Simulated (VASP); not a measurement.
VASP 6 on Si, 16 atoms, HSE06, 300 eV, 2×2×2 Γ-centred mesh, vasp_std. Each run had one machine to itself; times are medians of up to 3 turns, which differed by up to 1 %. Differences under about 10 % mean little, and other builds and machines will differ.

INCAR of the first run: PREC = Normal; ENCUT = 300; EDIFF = 1E-12; NELM = 9; ALGO = Normal; LREAL = Auto; LASPH = .TRUE.; ISMEAR = 0; SIGMA = 0.05; GGA = PE; HFSCREEN = 0.2; AEXX = 0.25; LHFCALC = .TRUE.; PRECFOCK = Fast; ISYM = 0; LWAVE = .FALSE.; LCHARG = .FALSE.; NELMIN = 9; NSIM = 1; NCORE = 4

```csv
run,seconds an electronic step (mean of the last four of 9)
"32 ranks, NSIM = 1",1.2
"32 ranks, NSIM = 2",1.2
"32 ranks, NSIM = 4",1.2
"32 ranks, NSIM = 8",1.3
"32 ranks, NSIM = 16",1.3
"32 ranks, NSIM = 32",1.4
```

On 32 cores the runs span a factor of 1.2.

Runs that failed, blew up or ran out of time are left out.

The cell is a supercell.
